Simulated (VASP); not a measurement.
Given:

```
C
1.0
    0.00000     1.77833     1.77833
    1.77833     0.00000     1.77833
    1.77833     1.77833     0.00000
C
2
Cartesian
  1.77833   1.77833   1.77833
  2.66750   2.66750   2.66750
```

The numbers are results of PBEsol GGA, VASP's PBE PAW potentials (set 64) (plane waves; VASP), not measurements. Numerical set-up: 520 eV cut-off, Gaussian smearing of 0.050 eV, potentials C.

Problem. Give the energies of bands 2 to 7 at the high-symmetry points, in eV from the valence-band maximum.

Solution. 
```
band     Γ       X       U       L       W
----  ----  ------  ------  ------  ------
2     0.00  -12.84  -11.80  -13.56  -12.00
3     0.00   -6.39   -9.50   -2.83   -8.49
4     0.00   -6.39   -5.44   -2.83   -8.49
5     5.56    4.62    5.55    8.42   10.50
6     5.56    4.62   10.70    8.42   10.50
7     5.56   16.92   14.44    8.96   12.42
```

The gap is indirect, 4.03 eV, from the valence maximum at Γ to the conduction minimum at Γ-X at 0.71.

The structure comes from a computed database's C entry (Fd-3m); how it stands against other phases isn't given here. It was relaxed first.
